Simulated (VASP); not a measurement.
Calculation: revTPSS meta-GGA, VASP's PBE PAW potentials (set 64) (plane waves; VASP 6.6.1).

A VASP calculation is set up with these files.

**KPOINTS**
```
K-points
0
Gamma
 14 14 13
0 0 0
```

POSCAR:
```
WC
1
    1.4389520231    -2.4923380877     0.0000000000
    1.4389520231     2.4923380877     0.0000000000
    0.0000000000     0.0000000000     2.8140228142
W C
1 1
Direct
  0.0000000000   0.0000000000   1.0000000000
  0.3333330000   0.6666670000   0.5000000000
```

**INCAR**
```
# general
SYSTEM  = WC
PREC    = Accurate
ENCUT   = 520
LREAL   = .FALSE.
LASPH   = .TRUE.

# electronic loop
EDIFF   = 1E-7
NELM    = 100
ALGO    = Normal
LMAXMIX = 6
LMIXTAU = .TRUE.

# smearing
ISMEAR  = 1
SIGMA   = 0.1

# functional
METAGGA = RTPSS

# ions
IBRION  = 2
NSW     = 30
ISIF    = 4
EDIFFG  = -0.01

# output
LWAVE   = .FALSE.
LCHARG  = .FALSE.
```

POTCAR, in this order: W_sv C (PBE.64 set). Program: vasp_std.

**Question.** What will the output report for the number of irreducible k-points (NKPTS), largest plane-wave count, number of space-group operations, FFT grid (NGX, NGY, NGZ)?

**Answer.** 
```yaml
number of irreducible k-points (NKPTS): 168
largest_plane_wave_count: 569
number_of_space_group_operations: 12
FFT grid (NGX, NGY, NGZ): 24 × 24 × 24
```

The compound is WC in the wc structure. This cell is one point of a volume scan, at 0.97 of the reference volume. Symmetry was kept, so distortions that lower it aren't found.
